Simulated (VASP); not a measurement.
An input for Quantum ESPRESSO's pw.x (written as the equivalent of a VASP run, and not itself run):

```
&CONTROL
  calculation = 'scf'
  pseudo_dir = './pseudo'
  outdir = './out'
  tprnfor = .true.
  tstress = .true.
/
&SYSTEM
  ibrav = 0
  nat = 1
  ntyp = 1
  ecutwfc = 88
  occupations = 'smearing'
  smearing = 'methfessel-paxton'
  degauss = 0.00735
  input_dft = 'pbesol'
/
&ELECTRONS
  conv_thr = 7.3e-09
  electron_maxstep = 100
/
ATOMIC_SPECIES
  Na 22.990 Na.upf
CELL_PARAMETERS angstrom
    -2.0680656    2.0680656    2.0680656
     2.0680656   -2.0680656    2.0680656
     2.0680656    2.0680656   -2.0680656
ATOMIC_POSITIONS crystal
  Na   0.0000000  0.0000000  0.0000000
K_POINTS automatic
  12 12 12 0 0 0
```

Write the VASP files for the same calculation (PBEsol).

Several could match; the one computed here: 
### INCAR
```
SYSTEM  =  Na
PREC  =  Accurate; ENCUT  =  480; LREAL  =  .FALSE.
LASPH  =  .TRUE.
EDIFF  =  1E-7; NELM  =  100; ALGO  =  Normal
ISMEAR  =  1; SIGMA  =  0.1
GGA  =  PS
ISIF  =  2
LWAVE  =  .FALSE.; LCHARG  =  .FALSE.
```

### KPOINTS
```
kpoints
0
G
12 12 12
0 0 0
```

POSCAR:
```
Na
1.0
 -2.0680655568   2.0680655568   2.0680655568
  2.0680655568  -2.0680655568   2.0680655568
  2.0680655568   2.0680655568  -2.0680655568
Na
1
Cart
  0.0000000000   0.0000000000   0.0000000000
```

POTCAR, in this order: Na_pv (PBE.64 set). Program: vasp_std.

What does not carry over: the potentials are each code's own (VASP's PAW set, PseudoDojo norm-conserving files in pw.x), so ENCUT and ecutwfc are chosen apart and not converted; conv_thr bounds pw.x's estimated SCF error, while EDIFF bounds the energy change between steps.

The compound is Na in the bcc structure. It was relaxed first, which changed the volume by -8 %.
